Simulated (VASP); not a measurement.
Here is the system:

```
CELL_PARAMETERS angstrom
      3.79420     0.00000     0.00000
     -1.89710     3.28587     0.00000
      0.00000     0.00000    14.00000
ATOMIC_POSITIONS crystal
  Sr 0.66667 0.33333 0.50000
  O  0.33333 0.66667 0.50000
```

These are PBE GGA, VASP's PBE PAW potentials (set 64) (plane waves; VASP) values and carry that method's errors. Run with 400 eV cut-off, 7×7×1 Γ-centred mesh, Gaussian smearing of 0.050 eV, potentials Sr_sv O.

The cell holds a wide vacuum, so values per volume refer to the whole cell.

Give the energies of bands 6 to 11 at the high-symmetry points, in eV from the valence-band maximum.

```json
[
 {"band": "6", "Γ": "-1.88", "M": "-1.70", "K": "-1.71"},
 {"band": "7", "Γ": "-1.88", "M": "-1.48", "K": "-1.55"},
 {"band": "8", "Γ": "-1.26", "M": "-0.42", "K": "0.00"},
 {"band": "9", "Γ": "1.26", "M": "4.07", "K": "4.23"},
 {"band": "10", "Γ": "2.49", "M": "4.68", "K": "4.31"},
 {"band": "11", "Γ": "3.07", "M": "4.88", "K": "4.83"}
]
```

The gap is indirect, 1.26 eV, from the valence maximum at K to the conduction minimum at Γ.

The cell is a sheet with vacuum, built from a generated structure.
